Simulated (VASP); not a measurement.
# Y3Ge (I4/mmm) in VASP: notebook, part 2 of 2

VASP 6.6.1. The steps go on from the part before.

## Step 5: Relaxation of cell and atoms, PBEsol

INCAR

```
SYSTEM = Y3Ge
PREC = Accurate
ENCUT = 600
EDIFF = 1E-7
ISMEAR = -1
SIGMA = 0.05
LREAL = .FALSE.
LASPH = .TRUE.
NELM = 60
ALGO = Normal
ISIF = 3
LWAVE = .FALSE.
LCHARG = .FALSE.
GGA = PS
IBRION = 2
NSW = 40
EDIFFG = -0.01
```

KPOINTS

```
Automatic mesh
0
G
  6 6 6
  0 0 0
```

POSCAR

```
Y3Ge
1.0
   -2.2653940000      2.2653940000      5.1970200000
    2.2653940000     -2.2653940000      5.1970200000
    2.2653940000      2.2653940000     -5.1970200000
Y Ge
3 1
Direct
    0.5000000000      0.5000000000      0.0000000000
    0.2500000000      0.7500000000      0.5000000000
    0.7500000000      0.2500000000      0.5000000000
    0.0000000000      0.0000000000      0.0000000000
```

Potentials or basis: VASP PAW PBE potentials, release 64 (Y_sv, Ge_d).

Run with:

```sh
> cat potpaw_PBE.64/Y_sv/POTCAR potpaw_PBE.64/Ge_d/POTCAR > POTCAR
> mpirun -np 1 vasp_std > vasp.out
```

OUTCAR:

```text
SYSTEM = Y3Ge
   PREC = Accurate
   ENCUT = 600
   EDIFF = 1E-7
   ISMEAR = -1
   LREAL = .FALSE.
   LASPH = .TRUE.
   NELM = 60
   ISIF = 3
   GGA = PS
   IBRION = 2
   NSW = 40
   EDIFFG = -0.01

 ion  position               nearest neighbor table
   1  0.500  0.500  0.000-   4 3.20   4 3.20   4 3.20   4 3.20   2 3.45   2 3.45   3 3.45   3 3.45
                             3 3.45   2 3.45   3 3.45   2 3.45
   2  0.250  0.750  0.500-   3 3.20   3 3.20   3 3.20   3 3.20   4 3.45   4 3.45   1 3.45   1 3.45
                             4 3.45   1 3.45   4 3.45   1 3.45
   3  0.750  0.250  0.500-   2 3.20   2 3.20   2 3.20   2 3.20   1 3.45   1 3.45   4 3.45   4 3.45
                             4 3.45   1 3.45   4 3.45   1 3.45
   4  0.000  0.000  0.000-   1 3.20   1 3.20   1 3.20   1 3.20   3 3.45   3 3.45   2 3.45   2 3.45
                             3 3.45   2 3.45   3 3.45   2 3.45

  LATTYP: Found a body centered tetragonal cell.
 ALAT       =     4.5307880000
 C/A-ratio  =     2.2940910058

  Lattice vectors:

 A1 = (  -2.2653940000,   2.2653940000,   5.1970200000)
 A2 = (   2.2653940000,  -2.2653940000,   5.1970200000)
 A3 = (   2.2653940000,   2.2653940000,  -5.1970200000)

Analysis of symmetry for initial positions (statically):
=====================================================================
 Subroutine PRICEL returns:
 Original cell was already a primitive cell.

 Routine SETGRP: Setting up the symmetry group for a
 body centered tetragonal supercell.

 Subroutine GETGRP returns: Found 16 space group operations
 (whereof 16 operations were pure point group operations)
 out of a pool of 16 trial point group operations.

The static configuration has the point symmetry D_4h.

Analysis of symmetry for dynamics (positions and initial velocities):
=====================================================================
 Subroutine PRICEL returns:
 Original cell was already a primitive cell.

 Routine SETGRP: Setting up the symmetry group for a
 body centered tetragonal supercell.

 Subroutine GETGRP returns: Found 16 space group operations
 (whereof 16 operations were pure point group operations)
 out of a pool of 16 trial point group operations.

The dynamic configuration has the point symmetry D_4h.

 Subroutine INISYM returns: Found 16 space group operations
 (whereof 16 operations are pure point group operations),
 and found     1 'primitive' translations

----------------------------------------------------------------------------------------

                                     Primitive cell

  volume of cell :     106.6846

  direct lattice vectors                    reciprocal lattice vectors
    -2.265394000  2.265394000  5.197020000     0.000000000  0.220712159  0.096208981
     2.265394000 -2.265394000  5.197020000     0.220712159  0.000000000  0.096208981
     2.265394000  2.265394000 -5.197020000     0.220712159  0.220712159  0.000000000

  length of vectors
     6.105164767  6.105164767  6.105164767     0.240769651  0.240769651  0.312134128

  position of ions in fractional coordinates (direct lattice)
     0.500000000  0.500000000  0.000000000
     0.250000000  0.750000000  0.500000000
     0.750000000  0.250000000  0.500000000
[... 38 lines left out ...]
  0.166667 -0.000000  0.000000      8.000000
  0.333333  0.000000 -0.000000      8.000000
  0.500000  0.000000  0.000000      4.000000
  0.166667  0.166667  0.000000      8.000000
  0.333333  0.166667  0.000000     16.000000
[... 16 lines left out ...]
 -0.333333 -0.333333  0.166667      8.000000
 -0.166667 -0.333333  0.166667      8.000000
 [... further k-points ...]
   k-points           NKPTS =     30   k-points in BZ     NKDIM =     30   number of bands    NBANDS=     28
   number of dos      NEDOS =    301   number of ions     NIONS =      4
   total plane-waves  NPLWV = 125000
   dimension x,y,z NGX =    50 NGY =   50 NGZ =   50
   dimension x,y,z NGXF=   100 NGYF=  100 NGZF=  100
   ions per type =               3   1
   NGX,Y,Z   is equivalent  to a cutoff of  13.62, 13.62, 13.62 a.u.
   NGXF,Y,Z  is equivalent  to a cutoff of  27.23, 27.23, 27.23 a.u.
 SYSTEM =  Y3Ge
   PREC   = accura    normal or accurate (medium, high low for compatibility)
   ISTART =      0    job   : 0-new  1-cont  2-samecut
   ICHARG =      2    charge: 1-file 2-atom 10-const
   ISPIN  =      1    spin polarized calculation?
   LNONCOLLINEAR =      F non collinear calculations
   LSORBIT =      F    spin-orbit coupling
   LASPH  =      T    aspherical Exc in radial PAW
   ENCUT  =  600.0 eV  44.10 Ry    6.64 a.u.  12.19 12.19 12.19*2*pi/ulx,y,z
   NELM   =     60;   NELMIN=  2; NELMDL= -5     # of ELM steps
   EDIFF  = 0.1E-06   stopping-criterion for ELM
   LREAL  =      F    real-space projection
   EDIFFG = -.1E-01   stopping-criterion for IOM
   NSW    =     40    number of steps for IOM
   IBRION =      2    ionic relax: 0-MD 1-quasi-New 2-CG
   NFREE  =      1    steps in history (QN), initial steepest desc. (CG)
   ISIF   =      3    stress and relaxation
   ISYM   =      2    0-nonsym 1-usesym 2-fastsym
   POTIM  = 0.5000    time-step for ionic-motion
   TEBEG  =    0.0;   TEEND  =   0.0 temperature during run
   PSTRESS=    0.0 pullay stress
   NELECT =      47.0000    total number of electrons
   NUPDOWN=      -1.0000    fix difference up-down
   EMIN   =  10.00;   EMAX   =-10.00  energy-range for DOS
   EFERMI =   0.00;   METHOD = LEGACY
   ISMEAR =    -1;   SIGMA  =   0.05  broadening in eV -4-tet -1-fermi 0-gaus
   EFERMI_NEDOS =   21; number of points for ismear=-14 and -15
   IALGO  =     38    algorithm
   IMIX   =      4    mixing-type and parameters
     AMIX     =   0.40;   BMIX     =  1.00
     AMIX_MAG =   1.60;   BMIX_MAG =  1.00
  volume/ion in A,a.u.               =      26.67       179.99
  Fermi-wavevector in a.u.,A,eV,Ry     =   1.245681  2.353996 21.112447  1.551721
  Thomas-Fermi vector in A             =   2.379892
   LORBIT       =      0    0 simple, 1 ext, 2 COOP (PROOUT), +10 PAW based schemes
   GGA     = PS    functional components
   LHFCALC =     F    Hartree Fock is set to
   AEXX    =    0.0000 exact exchange contribution
   IVDW    =     0    specifies the selected vdW correction
   LEPSILON=     F    determine dielectric tensor
   LRPA    =     F    only Hartree local field effects (RPA)
 conjugate gradient relaxation of ions
 non-spin polarized calculation
  energy-cutoff  :      600.00
  volume of cell :      106.68
 maximum number of plane-waves:      3608
 NGX is ok and might be reduce to    50
   NGX = 25   NGY = 25   NGZ = 25

--------------------------------------- Ionic step        1  -------------------------------------------

 number of electron      46.9999998 magnetization

 Free energy of the ion-electron system (eV)
  ---------------------------------------------------
  ext. energy  EPLUGINS =         0.00000000
  ---------------------------------------------------
  free energy    TOTEN  =       -26.70983618 eV

  energy without entropy =      -26.67202879  energy(sigma->0) =      -26.69093248

------------------------ aborting loop because EDIFF is reached ----------------------------------------

  FORCE on cell =-STRESS in cart. coord.  units (eV):
  Direction    XX          YY          ZZ          XY          YZ          ZX
  --------------------------------------------------------------------------------------
  -------------------------------------------------------------------------------------
  Total       -1.8432151     -1.8432151     -1.9095472      0.0000000      0.0000000      0.0000000
  in kB      -27.6811881    -27.6811881    -28.6773555      0.0000000      0.0000000      0.0000000
  external PRESSURE =     -28.0132439 kB  Pullay stress =       0.0000000 kB
[... 139 lines left out ...]
--------------------------------------- Ionic step        5  -------------------------------------------

 number of electron      47.0000003 magnetization

 Free energy of the ion-electron system (eV)
  ---------------------------------------------------
  ext. energy  EPLUGINS =         0.00000000
  ---------------------------------------------------
  free energy    TOTEN  =       -26.76567221 eV

  energy without entropy =      -26.72306986  energy(sigma->0) =      -26.74437104

 E-fermi :   4.3650     XC(G=0): -10.4971

 val. band max:        4.3508633075   @ k =  -0.1667   0.1667   0.0000
 cond. band min:       4.3753235263   @ k =   0.1667   0.1667   0.0000
 fundamental gap:      0.0244602188
 Fermi energy:         4.3649509071

 k-point     1 :       0.0000    0.0000    0.0000
  band No.  band energies     occupation
      1     -38.0403      2.00000
      2     -37.8830      2.00000
      3     -37.8069      2.00000
      4     -19.5540      2.00000
      5     -19.5501      2.00000
      6     -19.5501      2.00000
[... 733 lines left out ...]
     27       5.3442      0.00000
     28       6.6455      0.00000

 [... further k-points ...]
[... 5 lines left out ...]
  --------------------------------------------------------------------------------------
  -------------------------------------------------------------------------------------
  Total       -0.0254170     -0.0254170     -0.0200161      0.0000000      0.0000000      0.0000000
  in kB       -0.4050127     -0.4050127     -0.3189514      0.0000000      0.0000000      0.0000000
  external PRESSURE =      -0.3763256 kB  Pullay stress =       0.0000000 kB
[... 19 lines left out ...]
  FREE ENERGIE OF THE ION-ELECTRON SYSTEM (eV)
  ---------------------------------------------------
  free  energy   TOTEN  =       -26.7656722117 eV

  energy  without entropy=      -26.7230698594  energy(sigma->0) =      -26.74437104

 reached required accuracy - stopping structural energy minimisation
```

OSZICAR:

```text
N       E                     dE             d eps       ncg     rms          rms(c)
DAV:   1     0.401782593962E+03    0.40178E+03   -0.25151E+04  1980   0.281E+03
DAV:   2     0.296401059611E+02   -0.37214E+03   -0.36288E+03  1700   0.765E+02
DAV:   3    -0.199790233092E+02   -0.49619E+02   -0.47826E+02  1992   0.161E+02
[... 58 lines left out ...]
DAV:   4    -0.267656559434E+02    0.89726E-03   -0.39295E-03  2240   0.402E-01    0.146E-01
DAV:   5    -0.267656712281E+02   -0.15285E-04   -0.30934E-04  2144   0.117E-01    0.686E-02
DAV:   6    -0.267656719781E+02   -0.74994E-06   -0.34610E-05  2296   0.447E-02    0.131E-02
DAV:   7    -0.267656723842E+02   -0.40609E-06   -0.28706E-06  2416   0.121E-02    0.637E-03
DAV:   8    -0.267656721855E+02    0.19864E-06   -0.46239E-07  1892   0.590E-03    0.876E-04
DAV:   9    -0.267656722117E+02   -0.26155E-07   -0.36956E-08  1052   0.218E-03
   5 F= -.26765672E+02 E0= -.26744371E+02  d E =-.264062E-02
```

Run time: 11 min. Hardware: 1 thread of Intel Xeon 6975P-C (Granite Rapids), shared host; peak memory 0.46 GiB.

What came out:

| Quantity | Value |
| --- | --- |
| Free energy | -26.7657 eV |
| Relaxed volume | 25.14 Å³/atom |
| Relaxed cell | a = 5.942 Å, b = 5.942 Å, c = 5.942 Å, α = 135.81°, β = 135.81°, γ = 64.28° |
| Space group after relaxing (to 0.05 Å) | I4/mmm (No. 139) |
| Energy gained by relaxing | 14.0 meV/atom |
| Ionic steps | 5 |
| Pressure after relaxing | 0.0 GPa |
| Band gap on the k mesh | none (metal or under the smearing width) |

Step by step:
```tsv
step	energy change (eV)	largest force (eV/Å)	pressure (GPa)	volume (Å³)
1	0.0000	0.0000	-2.80	106.68
2	-0.0508	0.0000	0.66	99.65
3	-0.0532	0.0000	0.01	100.82
4	-0.0546	0.0000	0.00	100.74
5	-0.0558	0.0000	-0.04	100.55
```

Final structure:
```yaml
crystal:
  lattice:
    - [-2.23521, 2.23521, 5.03118]
    - [2.23521, -2.23521, 5.03118]
    - [2.23521, 2.23521, -5.03118]
  atoms:
    - { symbol: Y, position: [0.50000, 0.50000, 0.00000] }
    - { symbol: Y, position: [0.25000, 0.75000, 0.50000] }
    - { symbol: Y, position: [0.75000, 0.25000, 0.50000] }
    - { symbol: Ge, position: [0.00000, 0.00000, 0.00000] }
```

Levels at points of the mesh, in eV from the Fermi level:
| k point | band 22 | band 23 | band 24 | band 25 | band 26 | band 27 |
| --- | --- | --- | --- | --- | --- | --- |
| (0.00, 0.00, 0.00) | -1.28 | -0.59 | 0.13 | 0.15 | 0.84 | 1.30 |
| (0.50, 0.00, 0.00) | -0.85 | -0.37 | 0.40 | 1.09 | 1.59 | 1.64 |
| (0.50, 0.50, 0.00) | -1.55 | -1.24 | 0.19 | 0.90 | 0.98 | 1.27 |
| (0.50, 0.50, 0.50) | -0.68 | -0.68 | -0.29 | -0.11 | -0.11 | 0.43 |

Caveat: the PAW data sets were made with another functional, which shifts forces and pressure a little.

## Step 6: Summary

| level | potentials or basis | gap on the mesh (eV) | pressure (GPa) | relaxed volume (Å³/atom) |
| --- | --- | --- | --- | --- |
| r2SCAN | VASP PAW PBE potentials, release 64 (Y_sv, Ge_d) | none | 0.0 | 26.50 |
| LDA | VASP PAW LDA potentials, release 64 (Y_sv, Ge_d) | none | 0.0 | 23.98 |
| PBE | VASP PAW PBE potentials, release 64 (Y_sv, Ge_d) | none | 0.0 | 26.54 |
| PBEsol | VASP PAW PBE potentials, release 64 (Y_sv, Ge_d) | none | 0.0 | 25.14 |

Alike in all rows: task relaxation of cell and atoms; no spin polarisation; cell relaxed; k mesh 6 × 6 × 6; cutoff (eV) 600; smearing fermi-dirac 0.05 eV.

Caveats: the PAW data sets were made with another functional, which shifts forces and pressure a little (some runs).

Absolute energies hang on the potentials; compare differences alone.
